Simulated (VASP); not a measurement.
The input files of a VASP run:

**POSCAR**
```
NiSi2
1
    0.0000000000     2.7255743727     2.7255743727
    2.7255743727     0.0000000000     2.7255743727
    2.7255743727     2.7255743727    -0.0000000000
Si Ni
2 1
Direct
  0.2500000000   0.2500000000   0.2500000000
  0.7500000000   0.7500000000   0.7500000000
  0.0000000000   0.0000000000   0.0000000000
```

**INCAR**
```
# general
SYSTEM  = NiSi2
PREC    = Accurate
ENCUT   = 400
LREAL   = F
LASPH   = T

# electronic loop
EDIFF   = 1E-6
NELM    = 100
ALGO    = Normal
LMAXMIX = 4

# smearing
ISMEAR  = 1
SIGMA   = 0.1

# functional
GGA     = PE

# ions
IBRION  = 2
NSW     = 60
ISIF    = 3
EDIFFG  = -0.02

# output
LWAVE   = F
LCHARG  = F
```

### KPOINTS
```
Automatic mesh
0
Gamma
9 9 9
0 0 0
```

POTCAR, in this order: Si Ni (PBE.64 set). Program: vasp_std.

Q: Write an equivalent input for Ansatz.

A: One equivalent input (not run):
Ansatz 0.2 input:
```yaml
crystal:
  lattice:
    - [0.0000000, 2.7255744, 2.7255744]
    - [2.7255744, 0.0000000, 2.7255744]
    - [2.7255744, 2.7255744, 0.0000000]
  atoms:
    - { symbol: Si, position: [0.2500000, 0.2500000, 0.2500000] }
    - { symbol: Si, position: [0.7500000, 0.7500000, 0.7500000] }
    - { symbol: Ni, position: [0.0000000, 0.0000000, 0.0000000] }
kpoints:
  mp_grid: { grid: [9, 9, 9] }
hamiltonian:
  xc: pbe
  pseudopotentials: { kind: paw }
scf:
  occupations: { method: methfessel_paxton, width: 0.1 }
  max_iter: 100
relax:
  max_steps: 60
  f_tol: 0.02
  cell: {}
output: { forces: true, stress: true, eigenvalues: true }
```
Limits of the translation: each code has its own PAW files, so the cut-off isn't converted (ENCUT is set for VASP's; basis.ecutwfc is left out, and Ansatz then takes the one that its files recommend); Ansatz stops its SCF on the density residual and VASP on the energy change (EDIFF).

The compound is NiSi2 in the fluorite structure. It was relaxed first. The start is the result of an earlier pass.
